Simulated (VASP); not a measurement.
# Al15VN16 (a cell with a defect) in VASP: notebook

One crystal, Al15VN16 (a cell with a defect), is run at these levels: PBEsol+U; tasks: single point.

Program: VASP 6.6.1. These are calculated values, not measurements. Logs are shortened: lines on timing, memory, paths and dates and some standing lists are left out, and cuts for length are marked.

## 1. The structure

The cell holds a defect, 32 atoms: a = 6.220 Å, b = 6.220 Å, c = 9.960 Å, α = 90.00°, β = 90.00°, γ = 120.00°.

## 2. Single point, PBEsol+U, collinear spin, ferromagnetic start

INCAR reads:

```
PREC = Accurate
ENCUT = 450
EDIFF = 1E-5
ISMEAR = 0
SIGMA = 0.03
LREAL = Auto
LASPH = T
NELM = 120
ALGO = Normal
ISIF = 2
LWAVE = F
LCHARG = F
ISPIN = 2
MAGMOM = 2 0 0 0 0 0 0 0 0 0 0 0 0 0 0 0 0 0 0 0 0 0 0 0 0 0 0 0 0 0 0 0
LORBIT = 11
NUPDOWN = 2
LMAXMIX = 4
LDAU = T
LDAUTYPE = 2
LDAUL = 2 -1 -1
LDAUU = 3 0 0
LDAUJ = 0 0 0
LDAUPRINT = 1
GGA = PS
NBANDS = 95
ISYM = 0
```

KPOINTS reads:

```
regular mesh
0
Gamma
  4 4 2
```

POSCAR reads:

```
Al15VN16                                
1.0
    6.2200008610      0.0000000000      0.0000000000
   -3.1100004305      5.3866787572      0.0000000000
    0.0000000000      0.0000000000      9.9600000000
  V               Al              N             
     1    15    16
Direct
     0.3339462031077833    0.1655845013366759    0.9967892864897081
     0.3329239994009887    0.1657477354820598    0.5006059976140617
     0.3331508591606504    0.6652072282347187    0.0012982336416985
     0.3337774338613263    0.6661574907524325    0.5002379399980950
     0.8339234230711378    0.1660947177653672    0.0013978145440340
     0.8324324194218385    0.1649850767525464    0.5004239977306171
     0.8343743607512842    0.6653028966716575    0.0012541177990506
     0.8325001105746448    0.6663011282337102    0.5004754417024805
     0.1665261355715225    0.3331420111836482    0.2522798592248666
     0.1647807686140959    0.3332514679127595    0.7486060177402787
     0.1666806719049509    0.8322655929790678    0.2522008986760891
     0.1650561066956219    0.8293191115516136    0.7483876802762978
     0.6674307482396713    0.3332014391258417    0.2521983097672650
     0.6690186132108622    0.3334918269781594    0.7484877350897750
     0.6670068543233434    0.8328569792182173    0.2503797118346553
     0.6661729748161009    0.8319980309158865    0.7508054668304641
     0.3335059111756788    0.1662318520209453    0.1991011090067683
     0.3328719353650405    0.1654116124126560    0.6931816221841979
     0.3332121356368496    0.6659244672032708    0.1919887535555219
     0.3343686030023052    0.6659123400995770    0.6902242412670399
     0.8337712652254317    0.1665716844513847    0.1920134867379347
     0.8320814273538387    0.1637822210065691    0.6903815966821883
     0.8339599774465508    0.6659868727634657    0.1919822747665406
     0.8322046625523606    0.6662914761800673    0.6904007791629162
     0.1658948375400347    0.3327614906381005    0.4429606085765306
     0.1603648423477533    0.3386697299963282    0.9382192696282809
     0.1658662490300261    0.8317819033282070    0.4429062357929371
     0.1606630880723585    0.8189495208317733    0.9379533017036469
     0.6670092706056584    0.3329382119839704    0.4429461841513594
     0.6805666995138786    0.3389524915935007    0.9380404322448845
     0.6663640332552218    0.8325358379562084    0.4406513554896014
     0.6671703791511848    0.8321300524396040    0.9423392400902381
```

Potentials or basis: VASP PAW PBE potentials, release 64 (V_sv, Al, N).

Command:

```sh
$ cat potpaw_PBE.64/V_sv/POTCAR potpaw_PBE.64/Al/POTCAR potpaw_PBE.64/N/POTCAR > POTCAR
$ mpirun -np 1 vasp_std > vasp.out
```

OUTCAR:

```text
PREC = Accurate
   ENCUT = 450
   EDIFF = 1E-5
   ISMEAR = 0
   LREAL = Auto
   LASPH = T
   NELM = 120
   ISIF = 2
   ISPIN = 2
   LORBIT = 11
   NUPDOWN = 2
   GGA = PS
   ISYM = 0

 ion  position               nearest neighbor table
   1  0.334  0.166  0.997-  26 1.96  30 1.96  28 1.96  17 2.02  14 3.06  12 3.07  10 3.07   5 3.11
                             7 3.11   3 3.11   3 3.11   7 3.11   5 3.11  11 3.11  13 3.11   9 3.12
   2  0.333  0.166  0.501-  27 1.89  25 1.89  29 1.89  18 1.92  11 3.06   9 3.06  13 3.06  10 3.06
                            14 3.06  12 3.06   6 3.11   8 3.11   4 3.11   4 3.11   8 3.11   6 3.11
   3  0.333  0.665  0.001-  28 1.87  26 1.87  32 1.89  19 1.90  15 3.06  16 3.07   9 3.07  11 3.08
                            10 3.09  12 3.09   7 3.10   5 3.10   1 3.11   1 3.11   5 3.12   7 3.12
   4  0.334  0.666  0.500-  25 1.88  27 1.89  31 1.89  20 1.89  12 3.05   9 3.05  11 3.05  10 3.06
                            15 3.07  16 3.07   8 3.10   6 3.10   2 3.11   2 3.11   6 3.12   8 3.12
   5  0.834  0.166  0.001-  30 1.87  26 1.87  32 1.89  21 1.90  15 3.06   9 3.07  16 3.08  13 3.08
                            10 3.08  14 3.09   7 3.10   3 3.10   1 3.11   1 3.11   3 3.12   7 3.12
   6  0.832  0.165  0.500-  29 1.88  25 1.89  31 1.89  22 1.89  14 3.05  10 3.05  13 3.06   9 3.06
                            15 3.07  16 3.07   8 3.10   4 3.10   2 3.11   2 3.11   4 3.12   8 3.12
   7  0.834  0.665  0.001-  30 1.87  28 1.87  32 1.89  23 1.90  15 3.07  13 3.07  11 3.07  16 3.08
                            12 3.08  14 3.09   3 3.10   5 3.10   1 3.11   1 3.11   5 3.12   3 3.12
   8  0.833  0.666  0.500-  29 1.88  27 1.89  31 1.89  24 1.89  12 3.05  14 3.05  13 3.06  11 3.06
                            15 3.07  16 3.07   4 3.10   6 3.10   2 3.11   2 3.11   6 3.12   4 3.12
   9  0.167  0.333  0.252-  17 1.87  21 1.89  19 1.89  25 1.90   4 3.05   6 3.06   2 3.06   3 3.07
[... 17 lines left out ...]
  19  0.333  0.666  0.192-  15 1.89   9 1.89  11 1.89   3 1.90
  20  0.334  0.666  0.690-  12 1.88  10 1.88  16 1.89   4 1.89
  21  0.834  0.167  0.192-  15 1.89   9 1.89  13 1.89   5 1.90
  22  0.832  0.164  0.690-  10 1.88  14 1.88  16 1.89   6 1.89
[... 8 lines left out ...]
  31  0.666  0.833  0.441-   8 1.89   6 1.89   4 1.89  15 1.90
  32  0.667  0.832  0.942-   7 1.89   3 1.89   5 1.89  16 1.91

IMPORTANT INFORMATION: All symmetrisations will be switched off!
NOSYMM: (Re-)initialisation of all symmetry stuff for point group C_1.

----------------------------------------------------------------------------------------

                                     Primitive cell

  volume of cell :     333.7113

  direct lattice vectors                    reciprocal lattice vectors
     6.220000861  0.000000000  0.000000000     0.160771682  0.092821574  0.000000000
    -3.110000430  5.386678757  0.000000000     0.000000000  0.185643148  0.000000000
     0.000000000  0.000000000  9.960000000     0.000000000  0.000000000  0.100401606

  length of vectors
     6.220000861  6.220000861  9.960000000     0.185643148  0.185643148  0.100401606

  position of ions in fractional coordinates (direct lattice)
     0.333946203  0.165584501  0.996789286
     0.332923999  0.165747735  0.500605998
     0.333150859  0.665207228  0.001298234
     0.333777434  0.666157491  0.500237940
     0.833923423  0.166094718  0.001397815
     0.832432419  0.164985077  0.500423998
[... 24 lines left out ...]
     0.666364033  0.832535838  0.440651355
     0.667170379  0.832130052  0.942339240

  ion indices of the primitive-cell ions
   primitive index   ion index
                 1           1
                 2           2
                 3           3
                 4           4
                 5           5
                 6           6
[... 24 lines left out ...]
                31          31
                32          32

----------------------------------------------------------------------------------------

 KPOINTS: regular mesh

Automatic generation of k-mesh.
 Grid dimensions read from file:
 generate k-points for:    4    4    2

 Generating k-lattice:

  Cartesian coordinates                     Fractional coordinates (reciprocal lattice)
     0.040192920  0.023205393  0.000000000     0.250000000 -0.000000000  0.000000000
     0.000000000  0.046410787  0.000000000     0.000000000  0.250000000  0.000000000
     0.000000000  0.000000000  0.050200803     0.000000000  0.000000000  0.500000000
[... 94 lines left out ...]

atom =   1  type =  1  l = 2

 onsite density matrix

spin component  1

  0.4022  0.0004  0.0009  0.2890  0.0002
  0.0004  0.7296 -0.0003 -0.0003  0.2889
  0.0009 -0.0003  0.2208  0.0011 -0.0005
  0.2890 -0.0003  0.0011  0.7298 -0.0001
  0.0002  0.2889 -0.0005 -0.0001  0.4022

spin component  2

  0.1506 -0.0001 -0.0000 -0.0572 -0.0001
 -0.0001  0.0866  0.0002  0.0001 -0.0573
 -0.0000  0.0002  0.1755 -0.0004 -0.0002
 -0.0572  0.0001 -0.0004  0.0866  0.0001
 -0.0001 -0.0573 -0.0002  0.0001  0.1506

 occupancies and eigenvectors

  o =  0.0530  v =  0.0000  0.0000  0.0000  0.0000  0.0000  0.0859  0.8505 -0.0006  0.1434  0.4988      0.0000  0.0000  0.0000  0.0000  0.0000  0.0000  0.0000  0.0000  0.0000  0.0000
  o =  0.0530  v =  0.0000  0.0000  0.0000  0.0000  0.0000 -0.4983  0.1442 -0.0030 -0.8507  0.0845      0.0000  0.0000  0.0000  0.0000  0.0000  0.0000  0.0000  0.0000  0.0000  0.0000
  o =  0.1755  v =  0.0000  0.0000  0.0000  0.0000  0.0000  0.0216  0.0136 -0.9993 -0.0093 -0.0254      0.0000  0.0000  0.0000  0.0000  0.0000  0.0000  0.0000  0.0000  0.0000  0.0000
  o =  0.1841  v =  0.0000  0.0000  0.0000  0.0000  0.0000 -0.6033  0.3626  0.0043  0.3536 -0.6160      0.0000  0.0000  0.0000  0.0000  0.0000  0.0000  0.0000  0.0000  0.0000  0.0000
  o =  0.1843  v =  0.0000  0.0000  0.0000  0.0000  0.0000 -0.6163 -0.3525 -0.0368  0.3613  0.6033      0.0000  0.0000  0.0000  0.0000  0.0000  0.0000  0.0000  0.0000  0.0000  0.0000
  o =  0.2208  v =  0.0146  0.0101 -0.9996 -0.0062 -0.0188  0.0000  0.0000  0.0000  0.0000  0.0000      0.0000  0.0000  0.0000  0.0000  0.0000  0.0000  0.0000  0.0000  0.0000  0.0000
  o =  0.2338  v =  0.5783 -0.3746 -0.0053 -0.3370  0.6416  0.0000  0.0000  0.0000  0.0000  0.0000      0.0000  0.0000  0.0000  0.0000  0.0000  0.0000  0.0000  0.0000  0.0000  0.0000
  o =  0.2339  v =  0.6418  0.3363  0.0260 -0.3740 -0.5783  0.0000  0.0000  0.0000  0.0000  0.0000      0.0000  0.0000  0.0000  0.0000  0.0000  0.0000  0.0000  0.0000  0.0000  0.0000
  o =  0.8979  v =  0.1867  0.8028  0.0001  0.3189  0.4679  0.0000  0.0000  0.0000  0.0000  0.0000      0.0000  0.0000  0.0000  0.0000  0.0000  0.0000  0.0000  0.0000  0.0000  0.0000
  o =  0.8982  v = -0.4676  0.3193 -0.0021 -0.8030  0.1861  0.0000  0.0000  0.0000  0.0000  0.0000      0.0000  0.0000  0.0000  0.0000  0.0000  0.0000  0.0000  0.0000  0.0000  0.0000

 number of electron     137.9999988 magnetization       2.0000001

 Free energy of the ion-electron system (eV)
  ---------------------------------------------------
  ext. energy  EPLUGINS =         0.00000000
  ---------------------------------------------------
  free energy    TOTEN  =      -251.37246478 eV

  energy without entropy =     -251.37246478  energy(sigma->0) =     -251.37246478

 E-fermi :   6.1687     XC(G=0): -11.1925

 val. band max:        7.7355852505   @ k =   0.0000   0.5000   0.5000
 cond. band min:       9.7588694271   @ k =   0.5000   0.5000   0.5000
 fundamental gap:      2.0232841765
 Fermi energy:         7.9559985897

 spin component 1

 k-point     1 :       0.0000    0.0000    0.0000
  band No.  band energies     occupation
      1     -56.5480      1.00000
      2     -30.6044      1.00000
      3     -30.6027      1.00000
      4     -30.5138      1.00000
      5      -9.0236      1.00000
      6      -8.1568      1.00000
[... 1669 lines left out ...]
     80      12.5817      0.00000
     81      12.6777      0.00000
 Fermi energy:         6.1687345391

 spin component 2

 k-point     1 :       0.0000    0.0000    0.0000
  band No.  band energies     occupation
      1     -54.7276      1.00000
      2     -28.8781      1.00000
      3     -28.8735      1.00000
      4     -28.6009      1.00000
      5      -9.0173      1.00000
      6      -8.1518      1.00000
[... 1669 lines left out ...]
     80      12.6949      0.00000
     81      12.9418      0.00000
 [bands above 81 left out]

------------------------ aborting loop because EDIFF is reached ----------------------------------------

  FORCE on cell =-STRESS in cart. coord.  units (eV):
  Direction    XX          YY          ZZ          XY          YZ          ZX
  --------------------------------------------------------------------------------------
  -------------------------------------------------------------------------------------
  Total        5.6730631      5.6760453      2.9899996     -0.0173232      0.0073928     -0.0047220
  in kB       27.2368786     27.2511965     14.3552529     -0.0831704      0.0354933     -0.0226708
  external PRESSURE =      22.9477760 kB  Pullay stress =       0.0000000 kB

 VOLUME and BASIS-vectors are now :
 -----------------------------------------------------------------------------
  energy-cutoff  :      450.00
  volume of cell :      333.71
      direct lattice vectors                 reciprocal lattice vectors
     6.220000861  0.000000000  0.000000000     0.160771682  0.092821574  0.000000000
    -3.110000430  5.386678757  0.000000000     0.000000000  0.185643148  0.000000000
     0.000000000  0.000000000  9.960000000     0.000000000  0.000000000  0.100401606

 POSITION                                       TOTAL-FORCE (eV/Angst)
 -----------------------------------------------------------------------------------
      1.56218      0.89195      9.92802        -0.009575     -0.002219     -0.007577
      1.55531      0.89283      4.98604         0.001876      0.005729      0.003845
      0.00340      3.58326      0.01293         0.001090      0.001754      0.002890
      0.00435      3.58838      4.98237         0.002206      0.001346      0.016448
      4.67045      0.89470      0.01392         0.005593      0.002542     -0.008651
      4.66463      0.88872      4.98422         0.012168     -0.003304     -0.002318
[... 24 lines left out ...]
      1.55560      4.48460      4.38889        -0.001698     -0.001159      0.007900
      1.56188      4.48242      9.38570        -0.016013      0.000919     -0.011859
 -----------------------------------------------------------------------------------
    total drift:                               -0.001603      0.001752     -0.008639

  FREE ENERGIE OF THE ION-ELECTRON SYSTEM (eV)
  ---------------------------------------------------
  free  energy   TOTEN  =      -251.3724647811 eV

  energy  without entropy=     -251.3724647811  energy(sigma->0) =     -251.37246478

 total charge

# of ion       s       p       d       tot
------------------------------------------
    1        2.298   6.251   3.101  11.651
    2        0.368   0.440   0.000   0.808
    3        0.372   0.452   0.000   0.824
    4        0.370   0.448   0.000   0.818
    5        0.372   0.452   0.000   0.824
    6        0.370   0.448   0.000   0.818
[... 24 lines left out ...]
   31        1.223   2.618   0.000   3.842
   32        1.223   2.609   0.000   3.832
--------------------------------------------------
tot         27.460  54.762   3.101  85.324

 magnetization (x)

# of ion       s       p       d       tot
------------------------------------------
    1        0.017   0.009   1.830   1.856
    2        0.000  -0.000   0.000  -0.000
    3        0.003   0.004   0.000   0.006
    4        0.000   0.000   0.000   0.000
    5        0.003   0.004   0.000   0.006
    6        0.000   0.000   0.000   0.000
[... 24 lines left out ...]
   31        0.000   0.000   0.000   0.000
   32        0.000   0.000   0.000   0.000
--------------------------------------------------
tot          0.024  -0.006   1.830   1.848
```

It took 37 min on 1 thread of Intel Xeon Platinum 8488C (Sapphire Rapids), shared host; peak memory 0.91 GiB.

What came out:

| Property | Result |
| --- | --- |
| Free energy | -251.3725 eV |
| Largest force | 0.022 eV/Å |
| Net moment | 2.00 μB per cell |
| Site moments | V +1.86; Al -0.00, +0.01, +0.00; N -0.01, -0.00, +0.00 μB |
| Valence electrons inside the program's atomic spheres | V 11.65; Al 0.81, 0.82; N 3.82, 3.83, 3.84, 3.85 |

Forces in eV/Å, atoms in the order of the input:
```
V   -0.010 -0.002 -0.008
Al   0.002  0.006  0.004
Al   0.001  0.002  0.003
Al   0.002  0.001  0.016
Al   0.006  0.003 -0.009
Al   0.012 -0.003 -0.002
Al  -0.021  0.008  0.000
Al   0.007 -0.004 -0.009
Al  -0.001 -0.004 -0.014
Al   0.006  0.009  0.006
Al  -0.002 -0.006 -0.007
Al   0.000  0.002  0.016
Al   0.009 -0.008 -0.003
Al   0.007  0.001  0.009
Al  -0.005 -0.007 -0.004
Al   0.005  0.003  0.005
N    0.008 -0.006 -0.004
N    0.014  0.000  0.003
N    0.003  0.001  0.011
N    0.008  0.015  0.002
N   -0.007 -0.007  0.011
N   -0.003  0.001 -0.010
N   -0.007 -0.005 -0.001
N    0.000 -0.002 -0.013
N    0.005 -0.002 -0.010
N   -0.014  0.012 -0.002
N    0.014  0.002  0.001
N   -0.011 -0.005  0.011
N   -0.002 -0.005 -0.004
N   -0.009  0.001  0.006
N   -0.002 -0.001  0.008
N   -0.016  0.001 -0.012
```

Eigenvalues of the final occupation matrices:
| site | spin | trace | eigenvalues |
| --- | --- | --- | --- |
| site 1 d | 1 | 2.48 | 0.22 0.23 0.23 0.90 0.90 |
| site 1 d | 2 | 0.65 | 0.05 0.05 0.18 0.18 0.18 |

Caveat: the cutoff is under 1.25 times the usual one of these potentials, so pressure, stress and relaxed cells hold a basis-set (Pulay) error; the PAW data sets were made with another functional, which shifts forces and pressure a little; the total moment is fixed, so each spin has its own Fermi level. The state reached can hang on the start; a lower one may exist.

[end of part 1 of 2]
